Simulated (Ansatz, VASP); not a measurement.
## CaPtS3 in VASP and in Ansatz

```
CELL_PARAMETERS angstrom
4.76862 0.00000 0.00000
0.00000 4.76862 0.00000
0.00000 0.00000 4.76862
ATOMIC_POSITIONS crystal
Ca 0.50000 0.50000 0.50000
Pt 0.00000 0.00000 0.00000
S 0.50000 0.00000 0.00000
S 0.00000 0.50000 0.00000
S 0.00000 0.00000 0.50000
```

Alike in both runs: task relaxation of cell and atoms; functional PBE; k mesh 8 × 8 × 8; occupations gaussian, width 0.1 eV; no spin polarisation.

|  | VASP | Ansatz |
| --- | --- | --- |
| version | VASP 6.6.1 | Ansatz 0.2.0 |
| potentials or method | VASP PAW PBE potentials, release 64 (Ca_sv, Pt, S) | scalar-relativistic, plane waves, PAW |
| plane-wave cutoff (eV) | 600 | 420 |
| valence electrons in the cell | 38 | 46 |

|  | VASP | Ansatz | Ansatz less VASP |
| --- | --- | --- | --- |
| gap on the k mesh at the Fermi level, each at its own relaxed structure (eV) | none | none | - |
| relaxed volume (Å³/atom) | 21.69 | 21.69 | 0.000 |
| relaxed cell length with the largest relative difference (Å) | 4.769 | 4.769 | 0.0000 |

A gap of «none» marks a metal or a gap that the smearing closes. The two sets of potentials don't hold the same shells in valence.

Caveats: the relaxation stopped at its first step, so nothing moved. Spin-orbit coupling is left out, which matters for the levels of Pt.
